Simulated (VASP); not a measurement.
OSZICAR of a VASP run on Li (bcc):

OSZICAR:
```
       N       E                     dE             d eps       ncg     rms          rms(c)
DAV:   1     0.533326177364E+00    0.53333E+00   -0.67458E+02   855   0.396E+02
DAV:   2    -0.172152586886E+01   -0.22549E+01   -0.20359E+01  1160   0.568E+01
DAV:   3    -0.190145394556E+01   -0.17993E+00   -0.17799E+00  1110   0.101E+01
DAV:   4    -0.190563480645E+01   -0.41809E-02   -0.41809E-02  1105   0.149E+00
DAV:   5    -0.190576086087E+01   -0.12605E-03   -0.12605E-03  1090   0.166E-01    0.257E-01
DAV:   6    -0.190456383330E+01    0.11970E-02   -0.36568E-04  1375   0.125E-01    0.146E-01
DAV:   7    -0.190394691271E+01    0.61692E-03   -0.71308E-04  1550   0.169E-01    0.272E-02
DAV:   8    -0.190394833671E+01   -0.14240E-05   -0.17237E-05   865   0.383E-02    0.123E-03
DAV:   9    -0.190394617569E+01    0.21610E-05   -0.52972E-07   700   0.106E-02    0.361E-04
DAV:  10    -0.190394532971E+01    0.84598E-06   -0.59599E-08   445   0.370E-03
   1 F= -.19039453E+01 E0= -.19039433E+01  d E =-.190395E+01
       N       E                     dE             d eps       ncg     rms          rms(c)
DAV:   1    -0.190704764758E+01   -0.31015E-02   -0.28265E-02  1170   0.176E+00    0.355E-01
DAV:   2    -0.190677529147E+01    0.27236E-03   -0.48802E-03  1000   0.645E-01    0.242E-01
DAV:   3    -0.190634788544E+01    0.42741E-03   -0.15927E-03  1585   0.266E-01    0.968E-02
DAV:   4    -0.190630795967E+01    0.39926E-04   -0.14197E-04  1495   0.102E-01    0.979E-03
DAV:   5    -0.190631241045E+01   -0.44508E-05   -0.68751E-06   805   0.246E-02    0.584E-03
DAV:   6    -0.190631587829E+01   -0.34678E-05   -0.10285E-06   565   0.102E-02    0.364E-04
DAV:   7    -0.190631561054E+01    0.26775E-06   -0.19660E-07   445   0.622E-03
   2 F= -.19063156E+01 E0= -.19063141E+01  d E =-.237028E-02
       N       E                     dE             d eps       ncg     rms          rms(c)
DAV:   1    -0.191057614187E+01   -0.42603E-02   -0.10151E-01  1130   0.346E+00    0.662E-01
DAV:   2    -0.191002217049E+01    0.55397E-03   -0.21223E-02  1025   0.134E+00    0.466E-01
DAV:   3    -0.190861717147E+01    0.14050E-02   -0.62064E-03  1565   0.539E-01    0.232E-01
DAV:   4    -0.190833866703E+01    0.27850E-03   -0.75178E-04  1520   0.231E-01    0.158E-02
DAV:   5    -0.190835011244E+01   -0.11445E-04   -0.24600E-05   970   0.493E-02    0.104E-02
DAV:   6    -0.190835723434E+01   -0.71219E-05   -0.36362E-06   960   0.172E-02    0.514E-04
DAV:   7    -0.190835674058E+01    0.49376E-06   -0.22764E-07   435   0.571E-03
   3 F= -.19083567E+01 E0= -.19083565E+01  d E =-.441141E-02
       N       E                     dE             d eps       ncg     rms          rms(c)
DAV:   1    -0.190842753502E+01   -0.70301E-04   -0.18938E-03  1125   0.471E-01    0.897E-02
DAV:   2    -0.190843040889E+01   -0.28739E-05   -0.45476E-04  1085   0.197E-01    0.655E-02
DAV:   3    -0.190839012676E+01    0.40282E-04   -0.13255E-04  1600   0.762E-02    0.399E-02
DAV:   4    -0.190838720708E+01    0.29197E-05   -0.19182E-05  1570   0.355E-02    0.188E-03
DAV:   5    -0.190838871997E+01   -0.15129E-05   -0.53081E-07   500   0.810E-03    0.107E-03
DAV:   6    -0.190838962152E+01   -0.90155E-06   -0.11164E-07   425   0.377E-03
   4 F= -.19083896E+01 E0= -.19083897E+01  d E =-.444429E-02
```

Q: Which electronic solver shows in the log?

A: It is blocked Davidson (ALGO = Normal, or the opening steps of other solvers). The INCAR had ALGO = Normal.

Q: Can the final energy be trusted as converged?

A: The run converged. It stopped with EDIFF = 1E-6, NELM = 100, NSW = 60 and EDIFFG = -0.01 after 4 ionic steps (PBE GGA, plane waves, VASP's PBE PAW potentials (set 64)). Energy and stress use the plane-wave basis of the starting cell.

The compound is Li in the bcc structure. This run relaxes it. Symmetry was kept, so distortions that lower it aren't found.
